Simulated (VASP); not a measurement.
Consider the following.

```
CaEuS2
1.0
    2.01922     1.16580     6.58472
   -2.01922     1.16580     6.58472
    0.00000    -2.33160     6.58472
Ca Eu S
1 1 2
Direct
  0.00000   0.00000   0.00000
  0.50000   0.50000   0.50000
  0.74834   0.74834   0.74834
  0.25166   0.25166   0.25166
```

These are PBEsol GGA, VASP's PBE PAW potentials (set 64) (plane waves; VASP) values and carry that method's errors. Numerical set-up: 400 eV cut-off, 6×6×6 Γ-centred mesh, Gaussian smearing of 0.050 eV, potentials Ca_sv Eu_2 S.

The 4f electrons are frozen in the core of the lanthanide potential, so 4f levels, which can set the real gap, and their magnetism are missing. The run has a spin-polarised start.

### Question
What does the run give for the cell moment, energy per atom (σ→0), band gap (on the k-mesh) with the smallest direct gap where there is one?

### Answer

The band gap (on the k-mesh) is 1.92 eV and the smallest direct gap (on the k-mesh) comes out as 2.56 eV. The cell moment is 0.00 μB. The energy per atom (σ→0) is -5.563 eV/atom.

The absolute energy has meaning only against runs of the same code, potentials and settings.

The structure comes from a computed database's CaEuS2 entry (R-3m); how it stands against other phases isn't given here. It was relaxed first, which changed the volume by -5 %. The start is the result of an earlier pass.
